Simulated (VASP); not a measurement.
VASP runs on MoSi$_{2}$ (MoSi2 type) share one base input (PBE GGA, plane waves, VASP's PBE PAW potentials (set 64)) and change the settings named in each case.

File POSCAR:
```
MoSi2
4.6247380
 -0.3539876205   0.3539876205   0.8656706607
  0.3539876205  -0.3539876205   0.8656706607
  0.3539876205   0.3539876205  -0.8656706607
Si Mo
2 1
Cartesian
  0.0000000000  -0.0000000000   1.1513419787
  0.0000000000  -0.0000000000   0.5799993427
  0.0000000000   0.0000000000   0.0000000000
```

INCAR:
```
SYSTEM = MoSi2
PREC = Accurate
ENCUT = 400
EDIFF = 1E-6
NELM = 100
ALGO = Normal
LREAL = .FALSE.
LASPH = .TRUE.
ISMEAR = 1
SIGMA = 0.1
GGA = PE
LMAXMIX = 4
LWAVE = .FALSE.
LCHARG = .FALSE.
ISIF = 2
```

KPOINTS:
```
Regular mesh
0
gamma
  12 12 12
```

POTCAR, in this order: Si Mo_sv (PBE.64 set). Program: vasp_std.

| change | E(σ→0) (eV/atom) | pressure (GPa) | largest force (eV/Å) | −TS (eV) |
|---|---|---|---|---|
| base run | -7.7305 | -9.87 | 0.122 | -0.0005 |
| LDAU = .TRUE., LDAUJ = 0 0, LDAUL = -1 2, LDAUTYPE = 2, LDAUU = 0 1.0 | -7.3341 | -9.35 | 0.159 | -0.0006 |
| LDAU = .TRUE., LDAUJ = 0 0, LDAUL = -1 2, LDAUTYPE = 2, LDAUU = 0 2.0 | -6.9395 | -8.80 | 0.203 | -0.0002 |
| LDAU = .TRUE., LDAUJ = 0 0, LDAUL = -1 2, LDAUTYPE = 2, LDAUU = 0 3.0 | -6.5471 | -8.22 | 0.238 | 0.0003 |
| LDAU = .TRUE., LDAUJ = 0 0, LDAUL = -1 2, LDAUTYPE = 2, LDAUU = 0 4.0 | -6.1567 | -7.59 | 0.266 | 0.0001 |
| LDAU = .TRUE., LDAUJ = 0 0, LDAUL = -1 2, LDAUTYPE = 2, LDAUU = 0 5.0 | -5.7690 | -6.91 | 0.306 | 0.0002 |
| LDAU = .TRUE., LDAUJ = 0 0, LDAUL = -1 2, LDAUTYPE = 2, LDAUU = 0 6.0 | -5.3841 | -6.14 | 0.342 | 0.0000 |
| LDAU = .TRUE., LDAUJ = 0 0, LDAUL = -1 2, LDAUTYPE = 2, LDAUU = 0 8.0 | -4.6260 | -4.31 | 0.461 | 0.0000 |
| LDAU = .TRUE., LDAUJ = 0 0, LDAUL = -1 2, LDAUTYPE = 2, LDAUU = 0 5.0, LMAXMIX = 2 | -5.7690 | -6.90 | 0.305 | 0.0002 |
 Energies of different potentials or functionals have different zeros.

Left out are runs that ran out of time, are held back, or changed the cell or the kind of run, fixed moments of cells without a moment, rows past the twelfth, gaps on odd meshes, pressures of charged cells and columns that move by less than the noise.

The compound is MoSi2 in the MoSi2 type structure. The cell was not relaxed at this level, forces remain on its atoms.
